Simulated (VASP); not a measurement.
Runs of VASP 6.6.1 on COH2. The cell holds a molecule in a box, 4 atoms: a = 12.495 Å, b = 12.995 Å, c = 13.495 Å, α = 90.00°, β = 90.00°, γ = 90.00°. 

| level | potentials or basis | grid for exact exchange (PRECFOCK) | screening parameter | gap on the mesh (eV) | largest force (eV/Å) |
| --- | --- | --- | --- | --- | --- |
| PBEsol | VASP PAW PBE potentials, release 64 (C, O, H) | - | - | 3.46 | 0.28 |
| HSE06+D3(BJ) | VASP PAW PBE potentials, release 64 (C, O, H) | Fast | 0.2 1/A | (d) | (b) |
| rev-vdW-DF2 | VASP PAW PBE potentials, release 64 (C, O, H) | - | - | 3.54 | 0.10 |
| RPBE | VASP PAW PBE potentials, release 64 (C, O, H) | - | - | 3.58 | 0.40 |
| LDA | VASP PAW LDA potentials, release 64 (C, O, H) | - | - | 3.35 | 0.77 |
| RPBE+D3(BJ) | VASP PAW PBE potentials, release 64 (C, O, H) | - | - | 3.58 | 0.37 |
| optB86b-vdW | VASP PAW PBE potentials, release 64 (C, O, H) | - | - | (a) | (c) |

Alike in all rows: task single point; no spin polarisation; cell as given; k mesh 1 × 1 × 1; cutoff (eV) 400; smearing gaussian 0.01 eV.

Question: Fill in the values left out.

Answer: (a) 3.56; (b) 1.05; (c) 0.07; (d) 5.60.

Caveats: the standard files for N, O and F lose accuracy on very short bonds; the PAW data sets were made with another functional, which shifts forces and pressure a little (some runs).

Runs at the PBE level aren't shown here.
